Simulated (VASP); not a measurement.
```xyz
2
Lattice="0.0000 3.0159 3.0159 3.0159 0.0000 3.0159 3.0159 3.0159 0.0000" Properties=species:S:1:pos:R:3 pbc="T T T"
Ca     0.0000     0.0000     0.0000
S      1.5080     1.5080     1.5080
```

Calculation: PBEsol GGA, VASP's PBE PAW potentials (set 64) (plane waves; VASP 6.6.1). Settings: 500 eV cut-off, 8×8×8 Γ-centred mesh, Gaussian smearing of 0.050 eV, potentials Ca_sv S.

### Question
What does the run give for the energy per atom (σ→0), pressure, band gap (on the k-mesh) with the smallest direct gap where there is one?

### Answer

band gap (on the k-mesh): 3.69 eV
smallest direct gap (on the k-mesh): 3.69 eV
energy per atom (σ→0): -5089 meV/atom
pressure: 4.99 GPa

Total energies compare only between runs with the same potentials, cut-off and functional.

The structure was generated: CaS was put into the zinc blende type (F-43m), which need not be its known phase. It was relaxed first under an external pressure of 5 GPa.
